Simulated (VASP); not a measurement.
Input:

```
Al35N36
1.0
    4.69327    -8.12898     0.00000
    4.69327     8.12898     0.00000
    0.00000     0.00000    10.01920
Al N
35 36
Direct
  0.22194   0.11104   0.24865
  0.11044   0.22125   0.99892
  0.22179   0.11041   0.75038
  0.11148   0.21962   0.50144
  0.22312   0.44484   0.24717
  0.11031   0.55544   0.99892
  0.21834   0.44229   0.74877
  0.11141   0.55823   0.50140
  0.22188   0.77742   0.24868
  0.11091   0.88864   0.00024
  0.22179   0.77756   0.75038
  0.11077   0.88866   0.49913
  0.55508   0.11081   0.24911
  0.44401   0.22116   0.99898
  0.55566   0.11090   0.74982
  0.44107   0.21965   0.50147
  0.55457   0.44483   0.24733
  0.44421   0.55531   0.99689
  0.55717   0.44230   0.74886
  0.55465   0.77637   0.24718
  0.44398   0.88913   0.99895
  0.55718   0.78110   0.74881
  0.44114   0.88787   0.50138
  0.88864   0.11081   0.24913
  0.77752   0.22194   0.00015
  0.88845   0.11095   0.74983
  0.77742   0.22197   0.49867
  0.88864   0.44448   0.24911
  0.77828   0.55547   0.99898
  0.88845   0.44376   0.74983
  0.77974   0.55835   0.50144
  0.88842   0.77750   0.24866
  0.77830   0.88920   0.99893
  0.88898   0.77762   0.75035
  0.77979   0.88795   0.50141
  0.22151   0.11005   0.44134
  0.11084   0.22164   0.19026
  0.22182   0.11042   0.94165
  0.11035   0.22071   0.69209
  0.19718   0.43179   0.43495
  0.11084   0.55572   0.19024
  0.22042   0.44339   0.94194
  0.11037   0.55585   0.69205
  0.22142   0.77791   0.44139
  0.11082   0.88872   0.19159
  0.22174   0.77765   0.94167
  0.11087   0.88855   0.69159
  0.55471   0.11061   0.44126
  0.44374   0.22158   0.19030
  0.55581   0.11104   0.94134
  0.44350   0.22070   0.69216
  0.56747   0.43188   0.43510
  0.44414   0.55538   0.18934
  0.55612   0.44336   0.94207
  0.44422   0.55524   0.71638
  0.56764   0.80230   0.43494
  0.44368   0.88865   0.19028
  0.55616   0.77913   0.94198
  0.44347   0.88895   0.69204
  0.88876   0.11063   0.44129
  0.77744   0.22204   0.19195
  0.88846   0.11111   0.94135
  0.77755   0.22192   0.69107
  0.88876   0.44465   0.44125
  0.77776   0.55571   0.19030
  0.88837   0.44368   0.94134
  0.77868   0.55592   0.69212
  0.88944   0.77795   0.44136
  0.77784   0.88870   0.19024
  0.88907   0.77771   0.94161
  0.77867   0.88900   0.69207
```
Cell charge +1.

These are HSE06 screened hybrid, VASP's PBE PAW potentials (set 64) (plane waves; VASP) values and carry that method's errors. Run with PREC = Normal, LREAL = Auto, ISYM = 0, NELECT = 284.0, EDIFF = 1E-5, 400 eV cut-off, 1×1×1 Γ-centred mesh, Gaussian smearing of 0.050 eV, potentials Al N. Starting moments (MAGMOM): 71*0.0282. The cell's moment is fixed (NUPDOWN = 2).

The cell is charged, with a uniform compensating background. The supercell is sampled at Γ alone, which is coarse: total energies, pressure and levels can be off, energies of defects by several tenths of an eV.

**Question.** Predict the cell moment, energy per atom (σ→0).

**Answer.** 
- cell moment: 2.00 μB
- energy per atom (σ→0): -8706 meV/atom

**Question.** Give the moment on each site (PAW-sphere projection).

**Answer.** 
```json
[
 {"site": "Al1", "moment (μB)": "0.00"},
 {"site": "Al2", "moment (μB)": "0.00"},
 {"site": "Al3", "moment (μB)": "0.00"},
 {"site": "Al4", "moment (μB)": "-0.01"},
 {"site": "Al5", "moment (μB)": "0.00"},
 {"site": "Al6", "moment (μB)": "0.00"},
 {"site": "Al7", "moment (μB)": "-0.01"},
 {"site": "Al8", "moment (μB)": "-0.01"},
 {"site": "Al9", "moment (μB)": "0.00"},
 {"site": "Al10", "moment (μB)": "0.00"},
 {"site": "Al11", "moment (μB)": "0.00"},
 {"site": "Al12", "moment (μB)": "0.00"},
 {"site": "Al13", "moment (μB)": "0.00"},
 {"site": "Al14", "moment (μB)": "0.00"},
 {"site": "Al15", "moment (μB)": "0.00"},
 {"site": "Al16", "moment (μB)": "-0.01"},
 {"site": "Al17", "moment (μB)": "0.00"},
 {"site": "Al18", "moment (μB)": "0.00"},
 {"site": "Al19", "moment (μB)": "-0.01"},
 {"site": "Al20", "moment (μB)": "0.00"},
 {"site": "Al21", "moment (μB)": "0.00"},
 {"site": "Al22", "moment (μB)": "-0.01"},
 {"site": "Al23", "moment (μB)": "-0.01"},
 {"site": "Al24", "moment (μB)": "0.00"},
 {"site": "Al25", "moment (μB)": "0.00"},
 {"site": "Al26", "moment (μB)": "0.00"},
 {"site": "Al27", "moment (μB)": "0.00"},
 {"site": "Al28", "moment (μB)": "0.00"},
 {"site": "Al29", "moment (μB)": "0.00"},
 {"site": "Al30", "moment (μB)": "0.00"},
 {"site": "Al31", "moment (μB)": "-0.01"},
 {"site": "Al32", "moment (μB)": "0.00"},
 {"site": "Al33", "moment (μB)": "0.00"},
 {"site": "Al34", "moment (μB)": "0.00"},
 {"site": "Al35", "moment (μB)": "-0.01"},
 {"site": "N36", "moment (μB)": "-0.03"},
 {"site": "N37", "moment (μB)": "-0.02"},
 {"site": "N38", "moment (μB)": "-0.03"},
 {"site": "N39", "moment (μB)": "-0.02"},
 {"site": "N40", "moment (μB)": "0.44"},
 {"site": "N41", "moment (μB)": "-0.02"},
 {"site": "N42", "moment (μB)": "0.00"},
 {"site": "N43", "moment (μB)": "-0.02"},
 {"site": "N44", "moment (μB)": "-0.03"},
 {"site": "N45", "moment (μB)": "-0.02"},
 {"site": "N46", "moment (μB)": "-0.03"},
 {"site": "N47", "moment (μB)": "-0.03"},
 {"site": "N48", "moment (μB)": "0.04"},
 {"site": "N49", "moment (μB)": "-0.02"},
 {"site": "N50", "moment (μB)": "-0.02"},
 {"site": "N51", "moment (μB)": "-0.02"},
 {"site": "N52", "moment (μB)": "0.43"},
 {"site": "N53", "moment (μB)": "0.00"},
 {"site": "N54", "moment (μB)": "0.00"},
 {"site": "N55", "moment (μB)": "0.45"},
 {"site": "N56", "moment (μB)": "0.44"},
 {"site": "N57", "moment (μB)": "-0.02"},
 {"site": "N58", "moment (μB)": "0.00"},
 {"site": "N59", "moment (μB)": "-0.02"},
 {"site": "N60", "moment (μB)": "0.04"},
 {"site": "N61", "moment (μB)": "-0.02"},
 {"site": "N62", "moment (μB)": "-0.02"},
 {"site": "N63", "moment (μB)": "-0.03"},
 {"site": "N64", "moment (μB)": "0.04"},
 {"site": "N65", "moment (μB)": "-0.02"},
 {"site": "N66", "moment (μB)": "-0.02"},
 {"site": "N67", "moment (μB)": "-0.02"},
 {"site": "N68", "moment (μB)": "-0.03"},
 {"site": "N69", "moment (μB)": "-0.02"},
 {"site": "N70", "moment (μB)": "-0.03"},
 {"site": "N71", "moment (μB)": "-0.02"}
]
```

Total energies compare only between runs with the same potentials, cut-off and functional.

The cell is a supercell with a defect, built from AlN (wurtzite): vac_Al, charge +1. The cell's shape comes from a PBE relaxation.
